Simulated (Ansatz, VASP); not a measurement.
## Two plane-wave programs on BeSb

File INCAR:

```
ALGO = Fast ; EDIFF = 1E-6
EDIFFG = -0.01 ; ENCUT = 600
GGA = PE ; IBRION = 2
ISIF = 3 ; ISMEAR = -1
LASPH = T ; LCHARG = F
LREAL = F ; LWAVE = F
NELM = 60 ; NSW = 40
PREC = Accurate ; SIGMA = 0.05
```

Contents of KPOINTS:

```
k-points
0
Gamma
  6 6 7
```

POSCAR

```
BeSb
1.0
    3.8791000000      0.0000000000      0.0000000000
   -1.9395500000      3.3594000000      0.0000000000
    0.0000000000      0.0000000000      3.0375500000
Be Sb
1 1
Direct
    0.0000000000      0.0000000000      0.0000000000
    0.3333300000      0.6666700000      0.5000000000
```

The input input.yaml:

```yaml
crystal:
  lattice:
    - [3.8791, 0.0, 0.0]
    - [-1.93955, 3.3594, 0.0]
    - [0.0, 0.0, 3.03755]
  atoms:
    - { symbol: Be, position: [0.0, 0.0, 0.0] }
    - { symbol: Sb, position: [0.33333, 0.66667, 0.5] }
hamiltonian:
  xc: pbe
  pseudopotentials: { kind: paw }
kpoints:
  mp_grid: { grid: [6, 6, 7] }
scf:
  occupations: { method: fermi_dirac, width: 0.05 }
output:
  forces: true
  stress: true
  eigenvalues: true
relax:
  f_tol: 0.01
  max_steps: 40
  cell: { stress_tol: 0.05 }
```

The cell was built by a generator and needn't be a form met in nature.

Alike in both runs: task relaxation of cell and atoms; functional PBE; k mesh 6 × 6 × 7; occupations fermi-dirac, width 0.05 eV; no spin polarisation.

|  | VASP | Ansatz |
| --- | --- | --- |
| version | VASP 6.6.1 | Ansatz 0.2.0 |
| potentials or method | VASP PAW PBE potentials, release 64 (Be, Sb) | Ansatz PAW |
| plane-wave cutoff (eV) | 600 | 420 |
| valence electrons in the cell | 7 | 17 |

Ansatz gave:

* gap on the k mesh at the Fermi level, each at its own relaxed structure (eV): none
* relaxed volume (Å³/atom): 19.95
* relaxed cell length with the largest relative difference (Å): 3.001
* energy change over the relaxation (meV/atom): -4

Q: What did VASP give for the same quantities?

A: gap on the k mesh at the Fermi level, each at its own relaxed structure (eV): none; relaxed volume (Å³/atom): 19.98; relaxed cell length with the largest relative difference (Å): 3.003; energy change over the relaxation (meV/atom): -4.

A gap of «none» marks a metal or a gap that the smearing closes. The two sets of potentials don't hold the same shells in valence.

Caveats: the plane-wave basis is chosen anew once the cell has moved, so the energies of steps on either side of that aren't comparable (Ansatz). The runs have no spin-orbit coupling, so splittings on Sb are missing.
